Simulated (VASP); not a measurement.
SnPd, 8 atoms in the cell. It takes space group Pnma (No. 62, orthorhombic). Conventional cell: a = 6.142 Å, b = 3.937 Å, c = 6.450 Å, α = 90.00°, β = 90.00°, γ = 90.00°. Sn (site symmetry m) is surrounded by 6 Pd at 2.67 to 2.82 Å. Pd (site symmetry m) has 6 Sn at 2.67 to 2.82 Å as nearest neighbours. 

- Program: VASP 6.6.1
- Task: relaxation of cell and atoms
- Functional: r2SCAN
- Potentials or basis: VASP PAW PBE potentials, release 64 (Sn_d, Pd)
- Cutoff: 600 eV
- k mesh: 6 × 10 × 6
- Occupations: methfessel-paxton, width 0.1 eV
- Spin: no spin polarisation
- Further INCAR settings: ALGO = Normal; EDIFF = 1e-07; IBRION = 2; EDIFFG = -0.005; NSW = 90; ISIF = 3

Potentials or basis: VASP PAW PBE potentials, release 64 (Sn_d, Pd).

Launch:

```sh
$ cat potpaw_PBE.64/Sn_d/POTCAR potpaw_PBE.64/Pd/POTCAR > POTCAR
$ mpirun -np 4 vasp_std > vasp.out
```

Hardware: 4 MPI ranks on Intel(R) Xeon(R) Platinum 8488C (Sapphire Rapids), with other jobs on the host.

How long does it take, and how much memory?

Wall time 16 min on 4 MPI ranks on Intel(R) Xeon(R) Platinum 8488C (Sapphire Rapids), with other jobs on the host, peak memory 0.89 GiB a rank. Counts: scf iterations 29, k points 96, ion steps 2.
